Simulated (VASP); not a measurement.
A convergence study with VASP on CdS (zinc blende): one setting is varied, all else stays as given below, so the limit is that of these other settings. ε∞ is the independent-particle value.

```yaml
crystal:
  lattice:
    - [0.00000, 2.91000, 2.91000]
    - [2.91000, 0.00000, 2.91000]
    - [2.91000, 2.91000, 0.00000]
  atoms:
    - { symbol: Cd, position: [0.00000, 0.00000, 0.00000] }
    - { symbol: S, position: [0.25000, 0.25000, 0.25000] }
```

Level of theory: PBEsol GGA, VASP's PBE PAW potentials (set 64) (plane waves; VASP). The tightest run used: 550 eV cut-off, 7×7×7 Γ-centred mesh, Gaussian smearing of 0.050 eV, potentials Cd S.

| setting | mean ε∞ | bands |
|---|---|---|
| NBANDS = 10 | 5.54 | 10 |
| NBANDS = 11 | 6.53 | 11 |
| NBANDS = 13 | 7.31 | 13 |

Q: These are the cheaper rows. Estimate the results at NBANDS = 137, and how far the last row shown lies from them.

A: 
| quantity | tightest run | last row shown is off by |
|---|---|---|
| mean ε∞ | 7.74 | -0.43 |

Left out are rungs that failed or repeat a setting and relaxations that didn't move; long series are thinned to 24 rows.

The compound is CdS in the zinc blende structure, a metastable form; wurtzite is the usual one. The cell was not relaxed at this level.
